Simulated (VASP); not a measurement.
Computed with PBEsol GGA, VASP's PBE PAW potentials (set 64) (plane waves; VASP).

VASP input:

### POSCAR
```
SnO
1
    3.8112905667     0.0000000000     0.0000000000
    0.0000000000     3.8112905667     0.0000000000
    0.0000000000     0.0000000000     4.7301221257
Sn O
2 2
Direct
  0.5000000000   0.0000000000   0.2438735449
  1.0000000000   0.5000000000   0.7561264551
  1.0000000000   0.0000000000   0.0000000000
  0.5000000000   0.5000000000   0.0000000000
```

File KPOINTS:
```
Automatic mesh
0
Gamma
13 13 11
0 0 0
```

### INCAR
```
SIGMA = 0.01
ISMEAR = 0
LCHARG = .False.
SYSTEM = SnO
CSHIFT = 0.1
LOPTICS = .True.
LMAXMIX = 4
GGA = PS   ! PBEsol
NEDOS = 1001   ! DOS grid
LASPH = .True.   ! aspherical one-centre terms
NELM = 100   ! most electronic steps
ALGO = Normal
EDIFF = 1E-7   ! SCF stop (eV)
LREAL = .False.   ! projection in real space or not
NBANDS = 72
LWAVE = .False.
ENCUT = 520
PREC = Accurate
```

POTCAR, in this order: Sn_d O (PBE.64 set). Program: vasp_std.

### Question
What will the output report for the number of irreducible k-points (NKPTS), largest plane-wave count, number of space-group operations, FFT grid (NGX, NGY, NGZ)?

### Answer

```yaml
number of irreducible k-points (NKPTS): 168
largest_plane_wave_count: 1866
number_of_space_group_operations: 16
FFT grid (NGX, NGY, NGZ): 28 × 28 × 36
```

The structure comes from a measured SnO entry (P4/nmm) of the Crystallography Open Database, whose conditions weren't checked. It was relaxed first, which changed the volume by -5 %.
